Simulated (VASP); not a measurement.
# SnSe: structure and properties in VASP

What structure and properties does r2SCAN give SnSe, and how near are they to the measured ones? The steps: full relaxation (r2SCAN), second relaxation, single point with fields (r2SCAN), bands along the symmetry lines (r2SCAN), density of states (r2SCAN), zone-centre phonons (r2SCAN), volume scan with r2SCAN, fit for r2SCAN and independent-particle dielectric function (r2SCAN). Left out of this account: at least 1 further run (core levels: core levels are not valid at this level). The start is a cell from a database of measured crystal structures.

Main program and level: VASP 6.6.1; r2SCAN; plane waves and PAW (Sn_d, Se).

**What experiment says.**

“Direct observation of double valence-band extrema and anisotropic effective masses of the thermoelectric material SnSe” (2017, arxiv:1712.09198) quotes from earlier work for SnSe, orthorhombic Pnma layered (bulk crystal, 295 K): lattice constant a (a (layer stacking direction)) 11.501 Å [literature structure used as calculation input; not this paper's sample]; lattice constant b 4.153 Å [literature structure used as calculation input; not this paper's sample]; lattice constant c 4.445 Å [literature structure used as calculation input; not this paper's sample].

For SnSe, GeS-type orthorhombic (Phase I) (CVT-grown SnSe in DAC, Daphne 7373 medium, 300 K), “Topological Dirac line nodes and superconductivity coexist in SnSe at high pressure” (2016, arxiv:1608.06763) gives, by EOS fit to synchrotron XRD P-V data: bulk modulus (B0, third-order Birch-Murnaghan) 39.8 GPa [equation-of-state fit parameter, correlated with B' and V0; no uncertainty given].

The database entry behind the starting cell differs from later determinations by our own check (an axis about 0.9 % long against later determinations), so it need not match the best structure at ambient conditions.

## Step 1: The starting structure

Before any relaxation, the start is as follows. It takes space group Pnma (No. 62, orthorhombic). Conventional cell: a = 11.420 Å, b = 4.190 Å, c = 4.460 Å, α = 90.00°, β = 90.00°, γ = 90.00°. Nearest to Sn lie 5 Se at 2.69 to 3.32 Å. Nearest to Se lie 5 Sn at 2.69 to 3.32 Å. Farther neighbours and most contacts between anions are not listed.

Coordinates:

```cif
data_structure
_symmetry_space_group_name_H-M 'P 1'
_symmetry_Int_Tables_number 1
_cell_length_a 11.4200
_cell_length_b 4.1900
_cell_length_c 4.4600
_cell_angle_alpha 90.000
_cell_angle_beta 90.000
_cell_angle_gamma 90.000
_cell_volume 213.41
loop_
_atom_site_label
_atom_site_type_symbol
_atom_site_fract_x
_atom_site_fract_y
_atom_site_fract_z
_atom_site_occupancy
Sn1 Sn 0.12300 0.25000 0.09100 1
Sn2 Sn 0.37700 0.75000 0.59100 1
Sn3 Sn 0.62300 0.25000 0.40900 1
Sn4 Sn 0.87700 0.75000 0.90900 1
Se5 Se 0.35700 0.25000 0.01600 1
Se6 Se 0.14300 0.75000 0.51600 1
Se7 Se 0.85700 0.25000 0.48400 1
Se8 Se 0.64300 0.75000 0.98400 1
```

## Step 2: Full relaxation (r2SCAN)

Properties are meant for the cell that this level of theory prefers, so cell and atoms are relaxed first (ISIF = 3) until forces and stress are small; EDIFFG sets the threshold. r2SCAN adds the kinetic-energy density, costs more than a GGA and is run with LASPH.

Input file INCAR:

```
SYSTEM = SnSe
PREC = Accurate
ENCUT = 400
EDIFF = 1E-06
NELM = 100
ISMEAR = 0
SIGMA = 0.05
LREAL = .FALSE.
ALGO = Normal
METAGGA = R2SCAN
LASPH = .TRUE.
NBANDS = 49
LORBIT = 11
LWAVE = .FALSE.
LCHARG = .FALSE.
KPAR = 4
IBRION = 2
NSW = 60
ISIF = 3
EDIFFG = -0.01
```

Input file POSCAR:

```
SnSe
1.0
   11.4200000000      0.0000000000      0.0000000000
    0.0000000000      4.1900000000      0.0000000000
    0.0000000000      0.0000000000      4.4600000000
Sn Se
4 4
Direct
    0.1230000000      0.2500000000      0.0910000000
    0.3770000000      0.7500000000      0.5910000000
    0.6230000000      0.2500000000      0.4090000000
    0.8770000000      0.7500000000      0.9090000000
    0.3570000000      0.2500000000      0.0160000000
    0.1430000000      0.7500000000      0.5160000000
    0.8570000000      0.2500000000      0.4840000000
    0.6430000000      0.7500000000      0.9840000000
```

Input file KPOINTS:

```
Automatic mesh
0
Gamma
2 5 5
0 0 0
```

PAW data sets: Sn_d and Se (PBE family, release 64).

Launch:

```sh
> mpirun -np 4 vasp_std
```

Log:

```text
[banner, memory and clock lines left out]
running    4 mpi-ranks, on    1 nodes
 distrk:  each k-point on    1 cores,    4 groups
 distr:  one band on    1 cores,    1 groups

 POSCAR found type information on POSCAR SnSe
 POSCAR found :  2 types and       8 ions
|                                                                             |
|               ----> ADVICE to this user running VASP <----                  |
|                                                                             |
|     You enforced a specific xc type in the INCAR file but a different       |
|     [... a line on the potential file left out ...]
|     I HOPE YOU KNOW WHAT YOU ARE DOING!                                     |
|                                                                             |

 LDA part: xc-table for (None), standard interpolation
 POSCAR, INCAR and KPOINTS ok, starting setup
 FFT: planning ... GRIDC
 FFT: planning ... GRID_SOFT
 FFT: planning ... GRID
 WAVECAR not read
 entering main loop
       N       E                     dE             d eps       ncg     rms          rms(c)
DAV:   1     0.671252285966E+03    0.67125E+03   -0.32782E+04  1876   0.185E+03
DAV:   2    -0.360404077010E+02   -0.70729E+03   -0.68602E+03  1772   0.541E+02
DAV:   3    -0.164355915257E+03   -0.12832E+03   -0.12232E+03  2083   0.195E+02
DAV:   4    -0.172863975451E+03   -0.85081E+01   -0.83638E+01  2069   0.520E+01
DAV:   5    -0.173160465651E+03   -0.29649E+00   -0.29570E+00  2165   0.993E+00    0.775E+00
DAV:   6    -0.159625371004E+03    0.13535E+02   -0.43341E+00  2422   0.189E+01    0.527E+00
DAV:   7    -0.159678333370E+03   -0.52962E-01   -0.92414E-01  2253   0.408E+00    0.191E+00
DAV:   8    -0.159694167573E+03   -0.15834E-01   -0.46317E-02  2176   0.153E+00    0.617E-01
DAV:   9    -0.159698680024E+03   -0.45125E-02   -0.11076E-02  2184   0.471E-01    0.230E-01
DAV:  10    -0.159699043671E+03   -0.36365E-03   -0.13351E-03  2416   0.286E-01    0.991E-02
DAV:  11    -0.159699250470E+03   -0.20680E-03   -0.48528E-04  2051   0.110E-01    0.164E-02
DAV:  12    -0.159699254894E+03   -0.44236E-05   -0.44786E-05  2520   0.452E-02    0.115E-02
DAV:  13    -0.159699256962E+03   -0.20676E-05   -0.16446E-05  2019   0.238E-02    0.350E-03
DAV:  14    -0.159699256440E+03    0.52111E-06   -0.10656E-06  1174   0.740E-03
   1 F= -.15969926E+03 E0= -.15969926E+03  d E =-.159699E+03
 curvature:   0.00 expect dE= 0.000E+00 dE for cont linesearch  0.000E+00
 trial: gam= 0.00000 g(F)=  0.147E-01 g(S)=  0.104E+00 ort = 0.000E+00 (trialstep = 0.100E+01)
 search vector abs. value=  0.119E+00
 bond charge predicted
       N       E                     dE             d eps       ncg     rms          rms(c)
DAV:   1    -0.160442425738E+03   -0.74317E+00   -0.23138E+01  2229   0.428E+01    0.498E+00
DAV:   2    -0.159920124498E+03    0.52230E+00   -0.17720E+00  2141   0.123E+01    0.233E+00
DAV:   3    -0.159751946349E+03    0.16818E+00   -0.51729E-01  2329   0.605E+00    0.575E-01
DAV:   4    -0.159746661476E+03    0.52849E-02   -0.36945E-02  2017   0.125E+00    0.287E-01
DAV:   5    -0.159745412454E+03    0.12490E-02   -0.43814E-03  2398   0.397E-01    0.136E-01
DAV:   6    -0.159745522397E+03   -0.10994E-03   -0.95916E-04  1967   0.268E-01    0.352E-02
DAV:   7    -0.159745527408E+03   -0.50115E-05   -0.64535E-05  2790   0.548E-02    0.120E-02
DAV:   8    -0.159745529096E+03   -0.16878E-05   -0.88457E-06  2045   0.214E-02    0.509E-03
DAV:   9    -0.159745528730E+03    0.36642E-06   -0.93749E-07  1154   0.699E-03
   2 F= -.15974553E+03 E0= -.15974553E+03  d E =-.462723E-01
[... from here on, the cycles between the ionic steps are left out ...]
   3 F= -.15974715E+03 E0= -.15974715E+03  d E =-.478973E-01
   4 F= -.15976434E+03 E0= -.15976434E+03  d E =-.171888E-01
   5 F= -.15977509E+03 E0= -.15977509E+03  d E =-.279361E-01
   6 F= -.15978917E+03 E0= -.15978917E+03  d E =-.140781E-01
   7 F= -.15979934E+03 E0= -.15979934E+03  d E =-.242495E-01
   8 F= -.15979957E+03 E0= -.15979957E+03  d E =-.244782E-01
   9 F= -.15980348E+03 E0= -.15980348E+03  d E =-.391658E-02
  10 F= -.15980572E+03 E0= -.15980572E+03  d E =-.615126E-02
  11 F= -.15980585E+03 E0= -.15980585E+03  d E =-.627743E-02
  12 F= -.15980793E+03 E0= -.15980793E+03  d E =-.207964E-02
  13 F= -.15980792E+03 E0= -.15980792E+03  d E =-.207941E-02
  14 F= -.15980997E+03 E0= -.15980997E+03  d E =-.204668E-02
  15 F= -.15981034E+03 E0= -.15981034E+03  d E =-.241059E-02
  16 F= -.15981190E+03 E0= -.15981190E+03  d E =-.156069E-02
  17 F= -.15981224E+03 E0= -.15981224E+03  d E =-.190547E-02
  18 F= -.15981334E+03 E0= -.15981334E+03  d E =-.110081E-02
  19 F= -.15981343E+03 E0= -.15981343E+03  d E =-.118622E-02
  20 F= -.15981384E+03 E0= -.15981384E+03  d E =-.410416E-03
  21 F= -.15981388E+03 E0= -.15981388E+03  d E =-.449308E-03
  22 F= -.15981422E+03 E0= -.15981422E+03  d E =-.340785E-03
  23 F= -.15981433E+03 E0= -.15981433E+03  d E =-.453600E-03
  24 F= -.15981460E+03 E0= -.15981460E+03  d E =-.271522E-03
  25 F= -.15981499E+03 E0= -.15981499E+03  d E =-.656142E-03
  26 F= -.15981517E+03 E0= -.15981517E+03  d E =-.183542E-03
  27 F= -.15981518E+03 E0= -.15981518E+03  d E =-.198243E-03
  28 F= -.15981533E+03 E0= -.15981533E+03  d E =-.143310E-03
  29 F= -.15981559E+03 E0= -.15981559E+03  d E =-.405465E-03
  30 F= -.15981561E+03 E0= -.15981561E+03  d E =-.425386E-03
 curvature:  -6.05 expect dE=-0.896E-03 dE for cont linesearch -0.599E-06
 trial: gam= 0.43003 g(F)=  0.514E-04 g(S)=  0.968E-04 ort = 0.106E-04 (trialstep = 0.106E+01)
 search vector abs. value=  0.369E-03
 bond charge predicted
       N       E                     dE             d eps       ncg     rms          rms(c)
DAV:   1    -0.159815550187E+03    0.59613E-04   -0.67255E-02  2062   0.120E+00    0.101E-01
DAV:   2    -0.159815784973E+03   -0.23479E-03   -0.28624E-03  2369   0.328E-01    0.463E-02
DAV:   3    -0.159815745938E+03    0.39034E-04   -0.10836E-04  2178   0.805E-02    0.275E-02
DAV:   4    -0.159815727528E+03    0.18410E-04   -0.39246E-05  2116   0.492E-02    0.795E-03
DAV:   5    -0.159815727185E+03    0.34287E-06   -0.14181E-05  1845   0.269E-02    0.379E-03
DAV:   6    -0.159815727088E+03    0.97398E-07   -0.44514E-07   996   0.448E-03
  31 F= -.15981573E+03 E0= -.15981573E+03  d E =-.117338E-03
 trial-energy change:   -0.000117  1 .order   -0.000115   -0.000163   -0.000067
 step:   1.8158(harm=  1.8158)  dis= 0.00237  next Energy=  -159.815748 (dE=-0.139E-03)
 reached required accuracy - stopping structural energy minimisation
```

Elapsed: 50 min, on 4 MPI ranks of Intel Xeon Platinum 8488C (Sapphire Rapids), shared host; peak memory 1.3 GiB; 3.4 h of CPU time.

Lines that name or quote the potential files are left out of all logs, and their timing lines are given in words.

Parts of OUTCAR (step 2):

```text
ion  position               nearest neighbor table
   1  0.123  0.250  0.091-   5 2.69   6 2.83   6 2.83   4 3.60   4 3.60
   2  0.377  0.750  0.591-   6 2.69   5 2.83   5 2.83   3 3.60   3 3.60
   3  0.623  0.250  0.409-   7 2.69   8 2.83   8 2.83   2 3.60   2 3.60
   4  0.877  0.750  0.909-   8 2.69   7 2.83   7 2.83   1 3.60   1 3.60
   5  0.357  0.250  0.016-   1 2.69   2 2.83   2 2.83
   6  0.143  0.750  0.516-   2 2.69   1 2.83   1 2.83
   7  0.857  0.250  0.484-   3 2.69   4 2.83   4 2.83
   8  0.643  0.750  0.984-   4 2.69   3 2.83   3 2.83

  LATTYP: Found a simple orthorhombic cell.
 ALAT       =     4.1900000000
 B/A-ratio  =     1.0644391408
 C/A-ratio  =     2.7255369928

 Subroutine GETGRP returns: Found  8 space group operations
 (whereof  2 operations were pure point group operations)

The static configuration has the point symmetry S_2 .
 The point group associated with its full space group is D_2h.

 Found     18 irreducible k-points:

   k-points           NKPTS =     18   k-points in BZ     NKDIM =     18   number of bands    NBANDS=     49

   dimension x,y,z NGX =    80 NGY =   28 NGZ =   30
   dimension x,y,z NGXF=   160 NGYF=   56 NGZF=   60

   ENCUT  =  400.0 eV  29.40 Ry    5.42 a.u.  18.62  6.83  7.27*2*pi/ulx,y,z

   NELECT =      80.0000    total number of electrons

 k-points in reciprocal lattice and weights: Automatic mesh
   0.00000000  0.00000000  0.00000000       0.020
   0.50000000  0.00000000  0.00000000       0.020
   0.00000000  0.20000000  0.00000000       0.040
   0.50000000  0.20000000  0.00000000       0.040
   0.00000000  0.40000000  0.00000000       0.040
   0.50000000  0.40000000  0.00000000       0.040
   0.00000000  0.00000000  0.20000000       0.040
   0.50000000  0.00000000  0.20000000       0.040
   0.00000000  0.20000000  0.20000000       0.080
[...]
0.00000000  0.40000000  0.40000000       0.080
   0.50000000  0.40000000  0.40000000       0.080

 average (electrostatic) potential at core
       1-107.6526       2-107.6526       3-107.6526       4-107.6526       5 -57.5788
       6 -57.5788       7 -57.5788       8 -57.5788

 E-fermi :   4.8412

 k-point     1 :       0.0000    0.0000    0.0000
  band No.  band energies     occupation
    ...
     36       2.7906      2.00000
     37       3.0891      2.00000
     38       3.6815      2.00000
     39       3.9306      2.00000
     40       4.4085      2.00000
     41       5.8139      0.00000
     42       7.6638      0.00000
     43       7.7032      0.00000
     44       7.8021      0.00000
     45       8.0298      0.00000
    ...

 k-point     2 :       0.5000    0.0000    0.0000
  band No.  band energies     occupation
    ...
     36       2.6938      2.00000
     37       2.8714      2.00000
     38       2.8714      2.00000
     39       4.2066      2.00000
     40       4.2066      2.00000
     41       7.3657      0.00000
     42       7.3657      0.00000
     43       7.5132      0.00000
     44       7.5132      0.00000
     45       8.6153      0.00000
    ...

 k-point     3 :       0.0000    0.2000    0.0000
  band No.  band energies     occupation
    ...
     36       2.8122      2.00000
     37       2.9866      2.00000
     38       3.9303      2.00000
     39       4.1773      2.00000
     40       4.1795      2.00000
     41       6.0948      0.00000
     42       6.5120      0.00000
     43       7.5268      0.00000
     44       7.8141      0.00000
     45       7.8864      0.00000
    ...

  Total        0.0144165      0.0668144      0.0059998      0.0000000     -0.0000000      0.0000000
  in kB        0.1025804      0.4754175      0.0426915      0.0000000     -0.0000000      0.0000000
  external PRESSURE =       0.2068964 kB  Pullay stress =       0.0000000 kB

  energy-cutoff  :      400.00
  volume of cell :      225.17
      direct lattice vectors                 reciprocal lattice vectors
    11.699570405  0.000000000  0.000000000     0.085473224  0.000000000  0.000000000
     0.000000000  4.136483886 -0.000000000     0.000000000  0.241751214  0.000000000
     0.000000000 -0.000000000  4.652690084     0.000000000  0.000000000  0.214929424

 POSITION                                       TOTAL-FORCE (eV/Angst)
 -----------------------------------------------------------------------------------
      1.40777      1.03412      0.54369         0.002463     -0.000000      0.007384
      4.44201      3.10236      2.87003        -0.002463     -0.000000      0.007384
      7.25756      1.03412      1.78266         0.002463      0.000000     -0.007384
     10.29180      3.10236      4.10900        -0.002463      0.000000     -0.007384
      4.11703      1.03412      0.03791        -0.002542      0.000000     -0.002797
      1.73275      3.10236      2.36425         0.002542      0.000000     -0.002797
      9.96682      1.03412      2.28844        -0.002542     -0.000000      0.002797
      7.58254      3.10236      4.61478         0.002542     -0.000000      0.002797
 -----------------------------------------------------------------------------------
    total drift:                               -0.000000      0.000000     -0.000000

  FREE ENERGIE OF THE ION-ELECTRON SYSTEM (eV)
  ---------------------------------------------------
  free  energy   TOTEN  =      -159.8157270881 eV

  energy  without entropy=     -159.8157270881  energy(sigma->0) =     -159.81572709

 reached required accuracy - stopping structural energy minimisation

 total charge
# of ion       s       p       d       tot
------------------------------------------
    1        1.316   0.781   9.988  12.085
    2        1.316   0.781   9.988  12.085
    3        1.316   0.781   9.988  12.085
    4        1.316   0.781   9.988  12.085
    5        1.466   2.382   0.023   3.871
    6        1.466   2.382   0.023   3.871
    7        1.466   2.382   0.023   3.871
    8        1.466   2.382   0.023   3.871
--------------------------------------------------
tot         11.128  12.651  40.045  63.824

[... 3 further parts left out ...]
```

The gap is read on the k-mesh alone, so it is an upper bound where the band edges lie off the mesh, and a coarse mesh can show a gap where there is none. The bonds form layers, held to each other by dispersion, which r2SCAN holds only at short range, so the spacing between them may come out too wide. The PAW data sets were made with PBE, which is usual practice but a small mismatch for other functionals. The run keeps the 8 symmetry operations of its start, so it cannot find a distortion of lower symmetry.

The steps of the relaxation (22 of 31):

```
step  energy less that of the first step (eV)  largest force (eV/Å)  pressure (GPa)  volume (Å³)
   1                                   0.0000                0.2046            1.33       213.41
   2                                  -0.0463                0.2749           -0.50       220.29
   4                                  -0.0651                0.1930            0.05       219.19
   5                                  -0.0758                0.1407            0.46       219.24
   7                                  -0.1001                0.0588           -0.10       224.93
   8                                  -0.1003                0.0646           -0.13       225.49
  10                                  -0.1065                0.0716            0.09       226.05
  11                                  -0.1066                0.0767            0.14       226.13
  12                                  -0.1087                0.0319           -0.17       227.57
  14                                  -0.1107                0.0442           -0.07       227.00
  15                                  -0.1111                0.0526            0.03       226.56
  17                                  -0.1130                0.0225           -0.04       226.32
  18                                  -0.1141                0.0299            0.06       225.77
  20                                  -0.1146                0.0176           -0.10       226.07
  21                                  -0.1146                0.0191           -0.06       225.97
  22                                  -0.1150                0.0247           -0.02       225.64
  24                                  -0.1153                0.0280            0.02       225.16
  25                                  -0.1157                0.0104            0.05       224.68
  27                                  -0.1159                0.0250           -0.05       225.08
  28                                  -0.1161                0.0226           -0.04       225.08
  30                                  -0.1164                0.0123            0.02       225.07
  31                                  -0.1165                0.0078            0.02       225.17
```

```
conventional cell, symmetrised  before   after  change
                         a (Å)  11.420  11.700  +2.4 %
                         b (Å)   4.190   4.136  -1.3 %
                         c (Å)   4.460   4.653  +4.3 %
              volume (Å³/atom)   26.68   28.15  +5.5 %
```

The atoms that moved most (Å, as changes of fractional coordinates times the final cell):

```
atom      dx     dy      dz  length
 Sn4   0.031  0.000  -0.120   0.124
 Sn2   0.031  0.000   0.120   0.124
 Sn1  -0.031  0.000   0.120   0.124
 Sn3  -0.031  0.000  -0.120   0.124
 Se6   0.060  0.000  -0.037   0.070
 Se5  -0.060  0.000  -0.037   0.070
 Se7  -0.060  0.000   0.037   0.070
 Se8   0.060  0.000   0.037   0.070
```

The relaxed structure:

```cif
data_structure
_symmetry_space_group_name_H-M 'P 1'
_symmetry_Int_Tables_number 1
_cell_length_a 11.6996
_cell_length_b 4.1365
_cell_length_c 4.6527
_cell_angle_alpha 90.000
_cell_angle_beta 90.000
_cell_angle_gamma 90.000
_cell_volume 225.17
loop_
_atom_site_label
_atom_site_type_symbol
_atom_site_fract_x
_atom_site_fract_y
_atom_site_fract_z
_atom_site_occupancy
Sn1 Sn 0.12033 0.25000 0.11685 1
Sn2 Sn 0.37967 0.75000 0.61685 1
Sn3 Sn 0.62033 0.25000 0.38315 1
Sn4 Sn 0.87967 0.75000 0.88315 1
Se5 Se 0.35190 0.25000 0.00815 1
Se6 Se 0.14810 0.75000 0.50815 1
Se7 Se 0.85190 0.25000 0.49185 1
Se8 Se 0.64810 0.75000 0.99185 1
```

A gap read on the k-mesh alone can miss the band edges.

Numbers from this step:

```
electrons                              : 80
bands                                  : 49
irreducible k-points                   : 18
symmetry operations                    : 8
free energy (TOTEN)                    : -159.8157 eV
Fermi energy                           : 4.841 eV
pressure                               : 0.02069 GPa
metallic, judged on the points sampled : no
valence top at k                       : 0.5, 0, 0.4
conduction bottom at k                 : 0, 0.4, 0
least direct gap at k                  : 0, 0, 0
SCF cycles over all ionic steps        : 213
gap on the k-mesh                      : 1.228 eV
least direct gap on the k-mesh         : 1.405 eV
```

It ends with a largest force of 0.008 eV/Å and a pressure of 0.02 GPa. The volume lies +5.5 % from that of the database's start.

(Continued in part 2 of 7.)

[Lines on the potential files, build, host, timing and source positions are cut from VASP's logs without a mark.]

[Logs are printed without paths, hosts, clocks, repeated set-up lines and the standing remarks that a program may print on its own settings, such as how far it seeks lower states.]

[Hosts, paths, dates, database ids (printed as entryN), source tags and the programs' standing remarks are cut or masked in the printed files.]

[A measured line is paired with the nearest computed mode of its activity, which favours agreement.]

[In band tables of VASP the shares of atoms and orbitals are scaled to a sum of 1 inside the atoms' spheres.]
